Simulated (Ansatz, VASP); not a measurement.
## Cross-check of SnSe between VASP and Ansatz

Aim: how closely do two programs agree when they are given the same cell, functional and k mesh? The cell is taken from a series of runs on this material, whose earlier steps may have relaxed, scaled, displaced or heated it; both programs get it as it stands.

Main program and level: Ansatz 0.2.0; plane waves, with VASP 6.6.1 beside it; G0W0 gap at PBE.

## (1) Starting point

It takes space group Pnma (No. 62, orthorhombic). Conventional cell: a = 11.501 Å, b = 4.153 Å, c = 4.446 Å, α = 90.00°, β = 90.00°, γ = 90.00°. Sn has 5 Se at 2.77 to 3.32 Å nearest. Nearest to Se lie 5 Sn at 2.77 to 3.32 Å. Farther neighbours and most contacts between anions are not listed.

Coordinates:

```
Sn Se
1.0
    11.50100    0.00000    0.00000
     0.00000    4.15300    0.00000
     0.00000    0.00000    4.44600
Sn Se
4 4
Direct
  0.61806 0.75000 0.39740
  0.88194 0.25000 0.89740
  0.38194 0.25000 0.60260
  0.11806 0.75000 0.10260
  0.14336 0.25000 0.52321
  0.64336 0.25000 0.97679
  0.35664 0.75000 0.02321
  0.85664 0.75000 0.47679
```

## (2) VASP: G0W0 gap, PBE

Quasiparticle shifts depend on high empty states and on the cores, so they are the hardest test of two PAW sets.

Lines of VASP's logs that name or quote its potential files are left out, and so is its time.

The run reads the wave functions of an earlier VASP run, which isn't shown here.

The input, INCAR:

```
SYSTEM = SnSe
PREC = Accurate
ENCUT = 300
ISMEAR = 0
SIGMA = 0.01
LREAL = .FALSE.
GGA = PE
NBANDS = 496
ALGO = EVGW0
NELMGW = 1
ENCUTGW = 96
NOMEGA = 64
PRECFOCK = Fast
NBANDSGW = 48
LWAVE = .FALSE.
LCHARG = .FALSE.
```

The input, POSCAR:

```
SnSe
1.0
   11.5010000000      0.0000000000      0.0000000000
    0.0000000000      4.1530000000      0.0000000000
    0.0000000000      0.0000000000      4.4460000000
Sn Se
4 4
Direct
    0.6180623224      0.7500000000      0.3973982494
    0.8819376776      0.2500000000      0.8973982494
    0.3819376776      0.2500000000      0.6026017506
    0.1180623224      0.7500000000      0.1026017506
    0.1433580133      0.2500000000      0.5232104896
    0.6433580133      0.2500000000      0.9767895104
    0.3566419867      0.7500000000      0.0232104896
    0.8566419867      0.7500000000      0.4767895104
```

The input, KPOINTS:

```
Automatic mesh
0
Gamma
2 4 4
0 0 0
```

The projector-augmented-wave data sets are Sn_d_GW and Se_GW (PBE family, release 64).

Started as:

```sh
mpirun -np 16 vasp_std
```

Numbers of over 12 decimals in the logs are rounded to 6 here.

The log of the run:

```text
[banner, memory and clock lines left out]
running   16 mpi-ranks, on    1 nodes
 distrk:  each k-point on   16 cores,    1 groups
 distr:  one band on    1 cores,   16 groups

 POSCAR found type information on POSCAR SnSe
 POSCAR found :  2 types and       8 ions
|                                                                             |
|           W    W    AA    RRRRR   N    N  II  N    N   GGGG   !!!           |
|           W    W   A  A   R    R  NN   N  II  NN   N  G    G  !!!           |
|           W    W  A    A  R    R  N N  N  II  N N  N  G       !!!           |
|           W WW W  AAAAAA  RRRRR   N  N N  II  N  N N  G  GGG   !            |
|           WW  WW  A    A  R   R   N   NN  II  N   NN  G    G                |
|           W    W  A    A  R    R  N    N  II  N    N   GGGG   !!!           |
|                                                                             |
|     For optimal performance we recommend to set                             |
|       NCORE = 2 up to number-of-cores-per-socket                            |
|     NCORE specifies how many cores store one orbital (NPAR=cpu/NCORE).      |
|     This setting can greatly improve the performance of VASP for DFT.       |
|     The default, NCORE=1 might be grossly inefficient on modern             |
|     multi-core architectures or massively parallel machines. Do your        |
|     Unfortunately you need to use the default for GW and RPA                |
|     calculations (for HF NCORE is supported but not extensively tested      |
|     yet).                                                                   |
|                                                                             |

|                                                                             |
|           W    W    AA    RRRRR   N    N  II  N    N   GGGG   !!!           |
|           W    W   A  A   R    R  NN   N  II  NN   N  G    G  !!!           |
|           W    W  A    A  R    R  N N  N  II  N N  N  G       !!!           |
|           W WW W  AAAAAA  RRRRR   N  N N  II  N  N N  G  GGG   !            |
|           WW  WW  A    A  R   R   N   NN  II  N   NN  G    G                |
|           W    W  A    A  R    R  N    N  II  N    N   GGGG   !!!           |
|                                                                             |
|     The default for ENCUTGWSOFT is different in this version of VASP.       |
|     please manually set ENCUTGWSOFT =96 in the INCAR file.                  |
|                                                                             |

 LDA part: xc-table for (Slater+PW92), standard interpolation
 found WAVECAR, reading the header
 POSCAR, INCAR and KPOINTS ok, starting setup
 FFT: planning ... GRIDC
 FFT: planning ... GRID_SOFT
 FFT: planning ... GRID
 reading WAVECAR
 the WAVECAR file was read successfully
 initial charge from wavefunction
 available memory per node:     47.96 GB, setting MAXMEM to     49106

 The Fermi energy was updated, please check that it is located mid-gap
 values below the HOMO (VB) or above the LUMO (CB) will cause erroneous energies
 E-fermi :   4.5145

 calculate exact exchange contribution
 the WAVEDER file was read successfully
energies w=
    0.000    0.000    0.378    0.000    0.756    0.000    1.132    0.000
    1.505    0.000    1.875    0.000    2.242    0.000    2.604    0.000
    2.961    0.000    3.314    0.000    3.662    0.000    4.005    0.000
    4.344    0.000    4.677    0.000    5.007    0.000    5.333    0.000
    5.655    0.000    5.975    0.000    6.292    0.000    6.607    0.000
    6.921    0.000    7.235    0.000    7.549    0.000    7.864    0.000
    8.180    0.000    8.500    0.000    8.822    0.000    9.149    0.000
    9.481    0.000    9.820    0.000   10.167    0.000   10.523    0.000
   10.888    0.000   11.266    0.000   11.658    0.000   12.065    0.000
   12.490    0.000   12.936    0.000   13.405    0.000   13.900    0.000
   14.426    0.000   14.986    0.000   15.587    0.000   16.234    0.000
   16.935    0.000   17.698    0.000   18.533    0.000   19.456    0.000
   20.481    0.000   21.628    0.000   22.923    0.000   24.400    0.000
   26.101    0.000   28.083    0.000   30.425    0.000   33.235    0.000
   36.670    0.000   40.964    0.000   46.481    0.000   53.823    0.000
   64.062    0.000   79.309    0.000  104.366    0.000  153.062    0.000
 responsefunction array rank=     480
 LDA part: xc-table for (Slater+PW92), standard interpolation

 min. memory requirement per mpi rank    462.3 MB, per node   7397.6 MB

 allocating   4 responsefunctions rank=   480
 shmem allocating  64 responsefunctions rank=   480
 response function shared by NCSHMEM nodes    1
 Doing            4  frequencies on each core in blocks of           64
NQ=   1    0.0000    0.0000    0.0000,
|.........|.........|.........|.........|.........|.........|.........|.........
 performed       2024000 updates of chi_q(r,r)
 total number of BLAS operations       3412.10 Gflops
NQ=   2    0.5000    0.0000    0.0000,
|.........|.........|.........|.........|.........|.........|.........|.........
 performed       4048000 updates of chi_q(r,r)
 total number of BLAS operations       6809.35 Gflops
NQ=   3    0.0000    0.2500    0.0000,
|.........|.........|.........|.........|.........|.........|.........|.........
 performed       6548000 updates of chi_q(r,r)
 total number of BLAS operations      10842.35 Gflops
NQ=   4    0.5000    0.2500    0.0000,
|.........|.........|.........|.........|.........|.........|.........|.........
 performed       9048000 updates of chi_q(r,r)
 total number of BLAS operations      14893.34 Gflops
NQ=   5    0.0000    0.5000    0.0000,
|.........|.........|.........|.........|.........|.........|.........|.........
 performed      11072000 updates of chi_q(r,r)
 total number of BLAS operations      18410.31 Gflops
NQ=   6    0.5000    0.5000    0.0000,
|.........|.........|.........|.........|.........|.........|.........|.........
 performed      13096000 updates of chi_q(r,r)
 total number of BLAS operations      21837.29 Gflops
NQ=   7    0.0000    0.0000    0.2500,
|.........|.........|.........|.........|.........|.........|.........|.........
 performed      15596000 updates of chi_q(r,r)
 total number of BLAS operations      26088.75 Gflops
NQ=   8    0.5000    0.0000    0.2500,
|.........|.........|.........|.........|.........|.........|.........|.........
 performed      18096000 updates of chi_q(r,r)
 total number of BLAS operations      30395.71 Gflops
NQ=   9    0.0000    0.2500    0.2500,
|.........|.........|.........|.........|.........|.........|.........|.........
 performed      20787000 updates of chi_q(r,r)
 total number of BLAS operations      34813.57 Gflops
NQ=  10    0.5000    0.2500    0.2500,
|.........|.........|.........|.........|.........|.........|.........|.........
 performed      23478000 updates of chi_q(r,r)
 total number of BLAS operations      39211.94 Gflops
NQ=  11    0.0000    0.5000    0.2500,
|.........|.........|.........|.........|.........|.........|.........|.........
 performed      25978000 updates of chi_q(r,r)
 total number of BLAS operations      43227.00 Gflops
NQ=  12    0.5000    0.5000    0.2500,
|.........|.........|.........|.........|.........|.........|.........|.........
 performed      28478000 updates of chi_q(r,r)
 total number of BLAS operations      47386.73 Gflops
NQ=  13    0.0000    0.0000    0.5000,
|.........|.........|.........|.........|.........|.........|.........|.........
 performed      30502000 updates of chi_q(r,r)
 total number of BLAS operations      50637.25 Gflops
NQ=  14    0.5000    0.0000    0.5000,
|.........|.........|.........|.........|.........|.........|.........|.........
 performed      32526000 updates of chi_q(r,r)
 total number of BLAS operations      54004.90 Gflops
NQ=  15    0.0000    0.2500    0.5000,
|.........|.........|.........|.........|.........|.........|.........|.........
 performed      35026000 updates of chi_q(r,r)
 total number of BLAS operations      58055.88 Gflops
NQ=  16    0.5000    0.2500    0.5000,
|.........|.........|.........|.........|.........|.........|.........|.........
 performed      37526000 updates of chi_q(r,r)
 total number of BLAS operations      62070.94 Gflops
NQ=  17    0.0000    0.5000    0.5000,
|.........|.........|.........|.........|.........|.........|.........|.........
 performed      39550000 updates of chi_q(r,r)
 total number of BLAS operations      65263.67 Gflops
NQ=  18    0.5000    0.5000    0.5000,
|.........|.........|.........|.........|.........|.........|.........|.........
 performed      41574000 updates of chi_q(r,r)
 total number of BLAS operations      68399.13 Gflops
 resolving degeneracies of screened two electron integrals

 calculate QP shifts <psi_nk| G(iteration)W_0 |psi_nk>: iteration 1
 entering main loop
```

OUTCAR, selected parts (step 2):

```text
ion  position               nearest neighbor table
   1  0.618  0.750  0.397-   8 2.77   6 2.81   6 2.81
   2  0.882  0.250  0.897-   6 2.77   8 2.81   8 2.81
   3  0.382  0.250  0.603-   5 2.77   7 2.81   7 2.81
   4  0.118  0.750  0.103-   7 2.77   5 2.81   5 2.81
   5  0.143  0.250  0.523-   3 2.77   4 2.81   4 2.81
   6  0.643  0.250  0.977-   2 2.77   1 2.81   1 2.81
   7  0.357  0.750  0.023-   4 2.77   3 2.81   3 2.81
   8  0.857  0.750  0.477-   1 2.77   2 2.81   2 2.81

  LATTYP: Found a simple orthorhombic cell.
 ALAT       =     4.1530000000
 B/A-ratio  =     1.0705514086
 C/A-ratio  =     2.7693233807

 Subroutine GETGRP returns: Found  8 space group operations
 (whereof  2 operations were pure point group operations)

The static configuration has the point symmetry S_2 .
 The point group associated with its full space group is D_2h.

 Found     18 irreducible k-points:

   k-points           NKPTS =     18   k-points in BZ     NKDIM =     32   number of bands    NBANDS=    496

   dimension x,y,z NGX =    70 NGY =   24 NGZ =   28
   dimension x,y,z NGXF=   140 NGYF=   48 NGZF=   56

   ENCUT  =  300.0 eV  22.05 Ry    4.70 a.u.  16.24  5.87  6.28*2*pi/ulx,y,z

   NELECT =      80.0000    total number of electrons

  energy-cutoff  :      300.00
  volume of cell :      212.36
      direct lattice vectors                 reciprocal lattice vectors
    11.501000000  0.000000000  0.000000000     0.086948961  0.000000000  0.000000000
     0.000000000  4.153000000  0.000000000     0.000000000  0.240789791  0.000000000
     0.000000000  0.000000000  4.446000000     0.000000000  0.000000000  0.224921278

 k-points in reciprocal lattice and weights: Automatic mesh
   0.00000000  0.00000000  0.00000000       0.031
   0.50000000  0.00000000  0.00000000       0.031
   0.00000000  0.25000000  0.00000000       0.062
   0.50000000  0.25000000  0.00000000       0.062
   0.00000000  0.50000000  0.00000000       0.031
   0.50000000  0.50000000  0.00000000       0.031
   0.00000000  0.00000000  0.25000000       0.062
   0.50000000  0.00000000  0.25000000       0.062
   0.00000000  0.25000000  0.25000000       0.125
[...]
0.00000000  0.50000000  0.50000000       0.031
   0.50000000  0.50000000  0.50000000       0.031

 E-fermi :   4.5145

 QP shifts <psi_nk| G(iteration)W_0 |psi_nk>: iteration 1
 for sc-GW calculations column KS-energies equals QP-energies in previous step
 and V_xc(KS)=  KS-energies - (<T + V_ion + V_H > + <T+V_H+V_ion>^1  + <V_x>^1)
 k-point   1 :       0.0000    0.0000    0.0000
  band No.  KS-energies  QP-energies   sigma(KS)   V_xc(KS)     V^pw_x(r,r')   Z            occupation Imag(sigma)
    ...
     37       2.7382       2.4076     -12.3382     -11.8826     -14.2659       0.7253       2.0000       0.0866
     38       3.0722       2.7322     -11.8817     -11.4203     -13.1815       0.7370       2.0000       0.0828
     39       3.5523       3.2329     -11.9371     -11.5034     -13.2877       0.7365       2.0000       0.0724
     40       3.7643       3.4617     -12.1440     -11.7348     -13.4314       0.7394       2.0000       0.0706
     41       4.9391       4.9271      -9.8842      -9.8686      -6.6459       0.7676       0.0000      -0.0446
     42       7.1868       7.2980     -10.1505     -10.2988      -6.1139       0.7497       0.0000      -0.0860
     43       7.3812       7.3287      -9.1736      -9.1045      -5.1250       0.7595       0.0000      -0.0883
     44       7.3940       7.3818      -9.3253      -9.3093      -5.2159       0.7593       0.0000      -0.0884
    ...

 k-point   2 :       0.5000    0.0000    0.0000
  band No.  KS-energies  QP-energies   sigma(KS)   V_xc(KS)     V^pw_x(r,r')   Z            occupation Imag(sigma)
    ...
     37       2.4548       2.1080     -12.1561     -11.6764     -14.1514       0.7228       2.0000       0.0935
     38       2.4548       2.1080     -12.1561     -11.6764     -14.1514       0.7228       2.0000       0.0935
     39       3.7172       3.4083     -12.1523     -11.7332     -13.5181       0.7371       2.0000       0.0713
     40       3.7172       3.4083     -12.1523     -11.7332     -13.5181       0.7371       2.0000       0.0713
     41       6.8741       6.9604     -10.3399     -10.4544      -6.5104       0.7534       0.0000      -0.0784
     42       6.8741       6.9604     -10.3399     -10.4544      -6.5104       0.7534       0.0000      -0.0784
     43       7.0236       7.0133      -9.4372      -9.4237      -5.4795       0.7600       0.0000      -0.0798
     44       7.0236       7.0133      -9.4372      -9.4237      -5.4795       0.7600       0.0000      -0.0798
    ...

 k-point   3 :       0.0000    0.2500    0.0000
  band No.  KS-energies  QP-energies   sigma(KS)   V_xc(KS)     V^pw_x(r,r')   Z            occupation Imag(sigma)
    ...
     37       2.7920       2.4461     -11.7509     -11.2797     -13.2463       0.7343       2.0000       0.0833
     38       3.4684       3.1384     -11.7066     -11.2623     -12.7513       0.7428       2.0000       0.0722
     39       3.5723       3.2519     -12.1464     -11.7119     -13.5454       0.7375       2.0000       0.0730
     40       3.9620       3.7192     -12.0620     -11.7398     -12.5860       0.7535       2.0000       0.0618
     41       5.2813       5.2920      -9.9340      -9.9479      -6.7953       0.7643       0.0000      -0.0485
     42       5.3649       5.3924      -9.9108      -9.9467      -6.4498       0.7663       0.0000      -0.0510
     43       6.6059       6.7139     -10.3196     -10.4628      -6.4940       0.7544       0.0000      -0.0676
     44       6.7203       6.7860     -10.3284     -10.4159      -6.6947       0.7502       0.0000      -0.0749
    ...

 k-point   4 :       0.5000    0.2500    0.0000
  band No.  KS-energies  QP-energies   sigma(KS)   V_xc(KS)     V^pw_x(r,r')   Z            occupation Imag(sigma)
    ...
     37       2.7137       2.3708     -11.5886     -11.1220     -13.0188       0.7348       2.0000       0.0880
     38       2.7137       2.3708     -11.5886     -11.1220     -13.0188       0.7348       2.0000       0.0880
     39       3.8027       3.5178     -12.1068     -11.7244     -13.0955       0.7450       2.0000       0.0659
     40       3.8027       3.5178     -12.1068     -11.7244     -13.0955       0.7450       2.0000       0.0659
     41       5.8851       5.9250     -10.1403     -10.1927      -6.7841       0.7591       0.0000      -0.0554
     42       5.8851       5.9250     -10.1403     -10.1927      -6.7841       0.7591       0.0000      -0.0554
     43       6.7634       6.8649     -10.2636     -10.3985      -6.3970       0.7527       0.0000      -0.0709
     44       6.7634       6.8649     -10.2636     -10.3985      -6.3970       0.7527       0.0000      -0.0709
    ...

[... 4 further parts left out ...]
```

(Continued in part 2 of 2.)

[Lines on the potential files, build, host, timing and source positions are cut from VASP's logs without a mark.]

[Logs are printed without paths, hosts, clocks, repeated set-up lines and the standing remarks that a program may print on its own settings, such as how far it seeks lower states.]

[Hosts, paths, dates, database ids (printed as entryN), source tags and the programs' standing remarks are cut or masked in the printed files.]
